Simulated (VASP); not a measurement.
Output of a VASP run:

File OSZICAR:
```
       N       E                     dE             d eps       ncg     rms          rms(c)
DAV:   1     0.491797919186E+02    0.49180E+02   -0.68359E+03  1848   0.117E+03
DAV:   2    -0.122319529422E+02   -0.61412E+02   -0.57150E+02  2663   0.238E+02
DAV:   3    -0.149290304861E+02   -0.26971E+01   -0.25966E+01  2420   0.411E+01
DAV:   4    -0.149692730863E+02   -0.40243E-01   -0.40182E-01  2354   0.445E+00
DAV:   5    -0.149698922170E+02   -0.61913E-03   -0.61863E-03  2463   0.462E-01    0.269E+01
DAV:   6    -0.130084020831E+02    0.19615E+01   -0.17850E+01  2160   0.252E+01    0.245E+01
DAV:   7    -0.128139922904E+02    0.19441E+00   -0.14057E+00  2140   0.776E+00    0.167E+01
DAV:   8    -0.128130037606E+02    0.98853E-03   -0.13071E-01  2037   0.379E+00    0.549E+00
DAV:   9    -0.128079958468E+02    0.50079E-02   -0.14929E-02  2215   0.102E+00    0.531E-01
DAV:  10    -0.128082324881E+02   -0.23664E-03   -0.49516E-04  2517   0.216E-01    0.366E-01
DAV:  11    -0.128082090048E+02    0.23483E-04   -0.99242E-05  2299   0.804E-02    0.155E-02
DAV:  12    -0.128082097218E+02   -0.71694E-06   -0.39640E-06  2362   0.212E-02    0.375E-03
DAV:  13    -0.128082097149E+02    0.68255E-08   -0.51479E-07  2429   0.548E-03
   1 F= -.12808210E+02 E0= -.12808209E+02  d E =-.656352E-06
```

File OUTCAR:
```
------------------------ aborting loop because EDIFF is reached ----------------------------------------
  FORCE on cell =-STRESS in cart. coord.  units (eV):
  Direction    XX          YY          ZZ          XY          YZ          ZX
  --------------------------------------------------------------------------------------
  Total       -0.9095802     -0.9095802     -0.9095802     -0.0000000      0.0000000     -0.0000000
  in kB      -47.0423438    -47.0423438    -47.0423438     -0.0000000      0.0000000     -0.0000000
  external PRESSURE =     -47.0423438 kB  Pullay stress =       0.0000000 kB
  volume of cell :       30.98
      direct lattice vectors                 reciprocal lattice vectors
     0.000000000  2.492743229  2.492743229    -0.200582232  0.200582232  0.200582232
     2.492743229  0.000000000  2.492743229     0.200582232 -0.200582232  0.200582232
     2.492743229  2.492743229  0.000000000     0.200582232  0.200582232 -0.200582232
 POSITION                                       TOTAL-FORCE (eV/Angst)
 -----------------------------------------------------------------------------------
      0.00000      0.00000      0.00000         0.000000      0.000000      0.000000
      2.49274      2.49274      2.49274        -0.000000     -0.000000     -0.000000
 -----------------------------------------------------------------------------------
    total drift:                                0.000000      0.000000      0.000000
  FREE ENERGIE OF THE ION-ELECTRON SYSTEM (eV)
  ---------------------------------------------------
  free  energy   TOTEN  =       -12.8082097149 eV

  energy  without entropy=      -12.8082090586  energy(sigma->0) =      -12.80820950
```
(Selected blocks of OUTCAR.)

POSCAR:
```
GdN
1
    0.0000000000     2.4927432286     2.4927432286
    2.4927432286     0.0000000000     2.4927432286
    2.4927432286     2.4927432286     0.0000000000
Gd N
1 1
Direct
  0.0000000000   0.0000000000   0.0000000000
  0.5000000000   0.5000000000   0.5000000000
```

Write an INCAR and KPOINTS that could have produced this output.

Several could match; the one computed here: the input of the run itself, vdW-DF-cx, plane waves, VASP's PBE PAW potentials (set 64).

INCAR:
```
SYSTEM = GdN
PREC = Accurate
ENCUT = 520
EDIFF = 1E-7
NELM = 100
ALGO = Normal
LREAL = .FALSE.
LASPH = .TRUE.
ISMEAR = 1
SIGMA = 0.1
GGA = CX
LUSE_VDW = .TRUE.
AGGAC = 0.0
LMAXMIX = 6
LWAVE = .FALSE.
LCHARG = .FALSE.
ISIF = 2
```

KPOINTS:
```
Automatic mesh
0
Gamma
13 13 13
0 0 0
```

POTCAR, in this order: Gd_3 N (PBE.64 set). Program: vasp_std.

The 4f electrons are frozen in the core of the lanthanide potential, so 4f levels, which can set the real gap, and their magnetism are missing.

The compound is GdN in the rock salt structure. This cell is one point of a volume scan, at 1.03 of the reference volume.
